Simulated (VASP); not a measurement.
Data:

```yaml
crystal:
  lattice:
    - [1.59457, -2.76188, 0.00000]
    - [1.59457, 2.76188, 0.00000]
    - [0.00000, 0.00000, 5.19066]
  atoms:
    - { symbol: Ga, position: [0.66667, 0.33333, 0.50010] }
    - { symbol: Ga, position: [0.33333, 0.66667, 0.00010] }
    - { symbol: N, position: [0.66667, 0.33333, 0.87690] }
    - { symbol: N, position: [0.33333, 0.66667, 0.37690] }
```

All values below come from r2SCAN meta-GGA, VASP's PBE PAW potentials (set 64) (plane waves; VASP). Run with 600 eV cut-off, 8×8×4 Γ-centred mesh, Gaussian smearing of 0.050 eV, potentials Ga_d N.

Each relaxation starts from this cell; other phases were not tried.

**Question.** The cell is relaxed at 15 GPa. What happens?

**Answer.** The volume per atom goes from 11.43 to 10.70 Å³ (-6.4 %), and the cell becomes a = 3.1195 Å, b = 3.1195 Å, c = 5.0784 Å, α = 90.00°, β = 90.00°, γ = 120.00°, space group P6_3mc.

**Question.** The cell is relaxed at 20 GPa. What happens?

**Answer.** The volume per atom goes from 11.43 to 10.50 Å³ (-8.1 %), and the cell becomes a = 3.1002 Å, b = 3.1002 Å, c = 5.0464 Å, α = 90.00°, β = 90.00°, γ = 120.00°, space group P6_3mc.

Failed runs are left out, and for metals the shear rows, which the mesh's noise covers.

The compound is GaN in the wurtzite structure.
